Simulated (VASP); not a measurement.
Consider the following.

```yaml
crystal:
  lattice:
    - [0.00000, 2.92555, 2.92555]
    - [2.92555, 0.00000, 2.92555]
    - [2.92555, 2.92555, 0.00000]
  atoms:
    - { symbol: Li, position: [0.25000, 0.25000, 0.25000] }
    - { symbol: Li, position: [0.75000, 0.75000, 0.75000] }
    - { symbol: Se, position: [0.00000, 0.00000, 0.00000] }
```

Calculation: LDA (Ceperley-Alder, Perdew-Zunger), VASP's LDA PAW potentials (set 64) (plane waves; VASP). Settings: 620 eV cut-off, 7×7×7 Γ-centred mesh, Gaussian smearing of 0.050 eV, potentials Li_sv Se.

Predict the energy per atom (σ→0).

| Item | Value |
|---|---|
| energy per atom (σ→0) | -4.060 eV/atom |

Total energies compare only between runs with the same potentials, cut-off and functional.

The compound is Li2Se in the antifluorite structure. It was relaxed first, which changed the volume by -7 %.
